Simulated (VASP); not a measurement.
An input for Ansatz (written as the equivalent of a VASP run, and not itself run):

Ansatz 0.2 input:
```yaml
crystal:
  lattice:
    - [0.0000000, 2.5435356, 2.5435356]
    - [2.5435356, 0.0000000, 2.5435356]
    - [2.5435356, 2.5435356, 0.0000000]
  atoms:
    - { symbol: Be, position: [0.0000000, 0.0000000, 0.0000000] }
    - { symbol: Se, position: [0.2500000, 0.2500000, 0.2500000] }
kpoints:
  mp_grid: { grid: [8, 8, 8] }
hamiltonian:
  xc: lda
  pseudopotentials: { kind: paw }
scf:
  occupations: { method: gaussian, width: 0.05 }
  max_iter: 100
relax:
  max_steps: 60
  f_tol: 0.01
  cell: {}
output: { forces: true, stress: true, eigenvalues: true }
```

Write the VASP files for the same calculation (LDA).

One answer among several that fit: 
**POSCAR**
```
BeSe
1.0
  0.0000000000   2.5435355641   2.5435355641
  2.5435355641   0.0000000000   2.5435355641
  2.5435355641   2.5435355641   0.0000000000
Be Se
1 1
Cart
  0.0000000000   0.0000000000   0.0000000000
  1.2717677820   1.2717677820   1.2717677820
```

INCAR:
```
# general
SYSTEM   =  BeSe
PREC     =  Accurate
ENCUT    =  400   # plane-wave cut-off (eV)
LREAL    =  .False.   # projection in real space or not
LASPH    =  .True.   # aspherical one-centre terms

# electronic loop
EDIFF    =  1E-6
NELM     =  100
ALGO     =  Normal   # blocked Davidson
LMAXMIX  =  4

# smearing
ISMEAR   =  0   # Gaussian
SIGMA    =  0.05   # width (eV)

# ions
IBRION   =  2   # conjugate gradients
NSW      =  60   # most ionic steps
ISIF     =  3   # ions, shape and volume
EDIFFG   =  -0.01   # ionic stop

# output
LWAVE    =  .False.
LCHARG   =  .False.
```

### KPOINTS
```
Automatic mesh
0
Gamma
8 8 8
0 0 0
```

POTCAR, in this order: Be Se (LDA.64 set). Program: vasp_std.

Limits of the translation: each code has its own PAW files, so the cut-off isn't converted (ENCUT is set for VASP's; basis.ecutwfc is left out, and Ansatz then takes the one that its files recommend); Ansatz stops its SCF on the density residual and VASP on the energy change (EDIFF); Ansatz's lda is the Perdew-Wang form, while the LDA potentials of VASP carry Perdew-Zunger's.

The compound is BeSe in the zinc blende structure. It was relaxed first. The start is the result of an earlier pass.
